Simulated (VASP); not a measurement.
Output of a VASP run:

File OSZICAR:
```
       N       E                     dE             d eps       ncg     rms          rms(c)
DAV:   1     0.107101380876E+03    0.10710E+03   -0.88569E+03  2016   0.133E+03
DAV:   2    -0.172054232672E+02   -0.12431E+03   -0.11686E+03  2392   0.329E+02
DAV:   3    -0.227341800570E+02   -0.55288E+01   -0.54417E+01  2968   0.634E+01
DAV:   4    -0.229648566678E+02   -0.23068E+00   -0.23056E+00  2632   0.119E+01
DAV:   5    -0.229693652678E+02   -0.45086E-02   -0.45083E-02  2884   0.157E+00    0.189E+01
DAV:   6    -0.196017783485E+02    0.33676E+01   -0.17848E+01  2292   0.283E+01    0.706E+00
DAV:   7    -0.194305655766E+02    0.17121E+00   -0.94173E-01  2384   0.753E+00    0.514E+00
DAV:   8    -0.194176443343E+02    0.12921E-01   -0.16226E-01  2184   0.376E+00    0.124E+00
DAV:   9    -0.194139356635E+02    0.37087E-02   -0.30821E-02  2548   0.120E+00    0.438E-01
DAV:  10    -0.194143090275E+02   -0.37336E-03   -0.20621E-03  2372   0.578E-01    0.307E-01
DAV:  11    -0.194141178755E+02    0.19115E-03   -0.74013E-04  2240   0.216E-01    0.176E-02
DAV:  12    -0.194141173119E+02    0.56358E-06   -0.13230E-05  2948   0.382E-02    0.108E-02
DAV:  13    -0.194141169066E+02    0.40533E-06   -0.56982E-07  1336   0.698E-03
   1 F= -.19414117E+02 E0= -.19414055E+02  d E =-.185212E-03
```

**OUTCAR**
```
------------------------ aborting loop because EDIFF is reached ----------------------------------------
  FORCE on cell =-STRESS in cart. coord.  units (eV):
  Direction    XX          YY          ZZ          XY          YZ          ZX
  --------------------------------------------------------------------------------------
  Total       -1.8048090     -1.8048090     -1.8048090      0.0000000      0.0000000      0.0000000
  in kB     -104.9802839   -104.9802839   -104.9802839      0.0000000      0.0000000      0.0000000
  external PRESSURE =    -104.9802839 kB  Pullay stress =       0.0000000 kB
  volume of cell :       27.54
      direct lattice vectors                 reciprocal lattice vectors
     0.000000000  2.397000000  2.397000000    -0.208594076  0.208594076  0.208594076
     2.397000000  0.000000000  2.397000000     0.208594076 -0.208594076  0.208594076
     2.397000000  2.397000000  0.000000000     0.208594076  0.208594076 -0.208594076
 POSITION                                       TOTAL-FORCE (eV/Angst)
 -----------------------------------------------------------------------------------
      0.00000      0.00000      0.00000         0.000000      0.000000      0.000000
      2.39700      2.39700      2.39700        -0.000000     -0.000000     -0.000000
 -----------------------------------------------------------------------------------
    total drift:                                0.000000      0.000000      0.000000
  FREE ENERGIE OF THE ION-ELECTRON SYSTEM (eV)
  ---------------------------------------------------
  free  energy   TOTEN  =       -19.4141169066 eV

  energy  without entropy=      -19.4139316950  energy(sigma->0) =      -19.41405517
```
(Selected blocks of OUTCAR.)

### POSCAR
```
ZrC
1
    0.0000000000     2.3970000000     2.3970000000
    2.3970000000     0.0000000000     2.3970000000
    2.3970000000     2.3970000000     0.0000000000
Zr C
1 1
Direct
  0.0000000000   0.0000000000   0.0000000000
  0.5000000000   0.5000000000   0.5000000000
```

Write an INCAR and KPOINTS that could have produced this output.

Several could match; the one computed here: the input of the run itself, PBE GGA, plane waves, VASP's PBE PAW potentials (set 64).

INCAR:
```
NELM  =  100
LWAVE  =  .FALSE.
LMAXMIX  =  4   ! l cut-off of mixed one-centre charges
ISIF  =  2
ISMEAR  =  1
ENCUT  =  520
SYSTEM  =  ZrC
SIGMA  =  0.1   ! width (eV)
ALGO  =  Normal   ! blocked Davidson
GGA  =  PE
LASPH  =  .TRUE.
LREAL  =  .FALSE.   ! projection in real space or not
LCHARG  =  .FALSE.
PREC  =  Accurate
EDIFF  =  1E-6   ! SCF stop (eV)
```

File KPOINTS:
```
Automatic mesh
0
Gamma
13 13 13
0 0 0
```

POTCAR, in this order: Zr_sv C (PBE.64 set). Program: vasp_std.

The compound is ZrC in the rock salt structure. The cell was not relaxed at this level. The run is one of a series of settings (KPOINTS 13×13×13 Γ-centred mesh against the base run), some of them coarse on purpose.
